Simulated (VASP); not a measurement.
Consider the following.

```xyz
14
Lattice="7.6045 0.0000 0.0000 -3.8023 6.5857 0.0000 0.0000 0.0000 2.9052" Properties=species:S:1:pos:R:3 pbc="T T T"
Si    -1.4028     5.4709     2.1647
Si     5.1093     1.1676     0.6966
Si     2.2027     1.4699     0.7270
Si     1.5914     5.0734     2.1585
Si    -0.1870     2.7190     2.1538
Si     4.0136     3.9199     0.6469
N     -0.0224     4.4374     2.2056
N      3.7788     2.1187     0.7295
N      4.8513     4.3949     2.2003
N     -0.9413     2.2158     0.7527
N     -1.3878     6.3662     0.7100
N      5.2269     0.1861     2.2784
N      1.3993     1.9595     2.2319
N      2.3840     4.6007     0.6804
```

Method: PBEsol GGA, VASP's PBE PAW potentials (set 64) (plane waves; VASP). Numerical set-up: LREAL = Auto, 400 eV cut-off, 3×3×7 Γ-centred mesh, Gaussian smearing of 0.020 eV, potentials Si N.

Question: Estimate the energy per atom (σ→0), largest force.

Answer: 
```yaml
energy per atom (σ→0): -8.527 eV/atom
largest_force: 4.737 eV/Å
```

The absolute energy has meaning only against runs of the same code, potentials and settings.

The structure comes from a computed database's Si3N4 entry; how it stands against other phases isn't given here. The cell was not relaxed at this level.
